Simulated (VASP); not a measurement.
**AgB2: single point with PBE**

Crystal: AgB2.

```
CELL_PARAMETERS angstrom
6.04174 0.00000 0.00000
-3.02087 5.23230 0.00000
0.00000 0.00000 4.06275
ATOMIC_POSITIONS crystal
Ag 0.00464 0.02599 0.02321
Ag 0.99471 0.50117 0.06070
Ag 0.48110 0.99364 0.95582
Ag 0.53231 0.51303 0.95485
B 0.14510 0.28372 0.55680
B 0.31758 0.11379 0.52045
B 0.15855 0.77706 0.54827
B 0.30929 0.62173 0.47054
B 0.63804 0.28601 0.49997
B 0.83309 0.15372 0.48697
B 0.64765 0.77050 0.44024
B 0.82330 0.65580 0.53088
```

* Program: VASP 6.6.1
* Task: single point
* Functional: PBE
* Potentials or basis: VASP PAW PBE potentials, release 64 (Ag, B)
* Cutoff: 520 eV
* k mesh: 3 × 3 × 4
* Occupations: gaussian, width 0.05 eV
* Spin: no spin polarisation
* Dipole correction: no
* Further INCAR settings: ALGO = Fast; EDIFF = 1e-07; NBANDS = 46

```yaml
Pressure: 3.8 GPa
Largest_force: 2.860 eV/Å
Band_gap_on_the_k_mesh: none (metal or under the smearing width)
```

Forces on the atoms (eV/Å):
```
Ag   0.027 -0.167  0.265
Ag  -0.142  0.037 -0.618
Ag   0.555 -0.183  1.022
Ag  -0.504 -0.182  0.542
B    0.825  0.277 -1.065
B   -1.227  0.510  0.107
B   -1.667  0.524 -0.469
B    1.594 -0.365  0.660
B    0.738  0.332 -0.209
B   -0.633 -0.768  0.147
B   -2.144  1.191 -0.113
B    2.579 -1.206 -0.269
```

Stress tensor (GPa, compression positive):
```
 6.90 -2.26  1.35
-2.26 -0.03 -0.55
 1.35 -0.55  4.58
```

Levels at points of the mesh, in eV from the Fermi level:
| k point | band 31 | band 32 | band 33 | band 34 | band 35 | band 36 | band 37 | band 38 |
| --- | --- | --- | --- | --- | --- | --- | --- | --- |
| (0.00, 0.00, 0.00) | -1.16 | 0.20 | 0.73 | 1.69 | 1.82 | 2.34 | 2.58 | 3.10 |
| (0.00, 0.00, 0.50) | -2.41 | -0.73 | -0.42 | -0.29 | 0.13 | 0.99 | 1.28 | 1.55 |

Run time: 100 s on 1 thread of Intel(R) Xeon(R) Platinum 8375C CPU @ 2.90GHz (Ice Lake), on a shared host, peak memory 0.29 GiB.

Caveat: the k mesh is coarse (spacing up to 0.40 Å⁻¹), so the values aren't converged; forces of over 1 eV/Å show positions far from the minimum, so gaps and moduli don't describe the material at rest.
